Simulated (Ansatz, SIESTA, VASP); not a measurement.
Code comparison for Hf₅Sc (P-62m, 6 atoms in the cell)

Self-consistent single point.

```yaml
crystal:
  lattice:
    - [5.56147, 0.00000, 0.00000]
    - [-2.78073, 4.81637, 0.00000]
    - [0.00000, 0.00000, 5.02450]
  atoms:
    - { symbol: Hf, position: [0.66053, 0.00000, 0.00000] }
    - { symbol: Hf, position: [0.33947, 0.33947, 0.00000] }
    - { symbol: Hf, position: [0.00000, 0.66053, 0.00000] }
    - { symbol: Hf, position: [0.33333, 0.66667, 0.50000] }
    - { symbol: Hf, position: [0.66667, 0.33333, 0.50000] }
    - { symbol: Sc, position: [0.00000, 0.00000, 0.50000] }
```

Shared settings, as Ansatz (a first-principles code) writes them: kpoints.mp_grid.grid = 5 5 5; magnetization.spin_orbit = true; scf.occupations.method = gaussian; scf.occupations.width = 0.1 eV. Potentials and cutoffs stand in the table.

| code | model | pressure (GPa) | largest force (eV/Å) | cutoff |
|---|---|---|---|---|
| SIESTA | GGA PBEsol with spin-orbit coupling, numerical atomic orbitals TZP, PseudoDojo PBEsol fully relativistic norm-conserving potentials (rewritten from UPF to PSML) | – | 0.138 | grid 400 Ry |
| VASP | PBEsol, spin-orbit coupling, VASP's PBE PAW potentials (set 64) | -3.96 | 0.042 | 300 eV |
| Ansatz | PBEsol with spin-orbit coupling, PAW files made with PBE | -3.33 | 0.025 | 420 eV |

A dash marks a value that a program does not give, or that is left out as unsure.

The spread over the programs that give each value: pressure within 0.63 GPa; largest force within 0.113 eV/Å.

SIESTA uses small atom-centred bases, whose incompleteness enters pressures, forces and empty levels differently from a plane-wave cutoff. Ansatz's pressure is given at a fixed set of plane waves, as the other plane-wave codes print theirs; with its correction for the finite basis it is -3.28 GPa. In the force vectors, SIESTA (by 0.171) lies more than 0.08 eV/Å from the median of the plane-wave programs.

VASP's run is marked for a possible Pulay error in its stress at this cutoff; no cutoff test was made.

The starting cell comes from a database of computed structures (which also holds hypothetical and non-ambient phases and stackings), without a prior relaxation at this level.

Keys are those of Ansatz 0.2.
